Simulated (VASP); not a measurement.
An input for Quantum ESPRESSO's pw.x (written as the equivalent of a VASP run, and not itself run):

```
&CONTROL
  calculation = 'scf'
  pseudo_dir = './pseudo'
  outdir = './out'
  tprnfor = .true.
  tstress = .true.
/
&SYSTEM
  ibrav = 0
  nat = 4
  ntyp = 2
  ecutwfc = 88
  occupations = 'smearing'
  smearing = 'fermi-dirac'
  degauss = 0.00735
  input_dft = 'pbe'
/
&ELECTRONS
  conv_thr = 7.3e-08
  electron_maxstep = 100
/
ATOMIC_SPECIES
  Na 22.990 Na.upf
  Sb 121.760 Sb.upf
CELL_PARAMETERS angstrom
     5.6934830    0.0000000    0.0000000
    -2.8467410    4.9307010    0.0000000
     0.0000000    0.0000000    6.0295560
ATOMIC_POSITIONS crystal
  Na   0.0062820  0.0012790  0.4964310
  Na   0.3312240  0.6653120  0.0033030
  Na   0.6638540  0.3324220 -0.0004250
  Sb  -0.0013610  0.0009870  0.0006910
K_POINTS automatic
  3 3 3 0 0 0
```

Q: Write the VASP files for the same calculation (PBE).

A: Several could match; the one computed here: 
File POSCAR:
```
Na3Sb
1
    5.6934830000     0.0000000000     0.0000000000
   -2.8467410000     4.9307010000     0.0000000000
    0.0000000000     0.0000000000     6.0295560000
Na Sb
3 1
Direct
  0.0062820000   0.0012790000   0.4964310000
  0.3312240000   0.6653120000   0.0033030000
  0.6638540000   0.3324220000  -0.0004250000
 -0.0013610000   0.0009870000   0.0006910000
```

INCAR:
```
SYSTEM = Na3Sb
PREC = Accurate; ENCUT = 300; LREAL = F
LASPH = T
EDIFF = 1E-6; NELM = 100; ALGO = Normal
LMAXMIX = 4
ISMEAR = -1; SIGMA = 0.1
GGA = PE
ISIF = 2
LWAVE = F; LCHARG = F
```

KPOINTS:
```
Automatic
0
Gamma
 3 3 3
```

POTCAR, in this order: Na_pv Sb (PBE.64 set). Program: vasp_std.

What does not carry over: the potentials are each code's own (VASP's PAW set, PseudoDojo norm-conserving files in pw.x), so ENCUT and ecutwfc are chosen apart and not converted; conv_thr bounds pw.x's estimated SCF error, while EDIFF bounds the energy change between steps.

The structure was generated: Na3Sb was put into an ordered model structure, which need not be its known phase. The cell was not relaxed at this level, atoms are displaced from their ideal sites. The k-mesh is coarse (spacing up to 0.42 per Å, 2π included), so the numbers may not be converged in it.
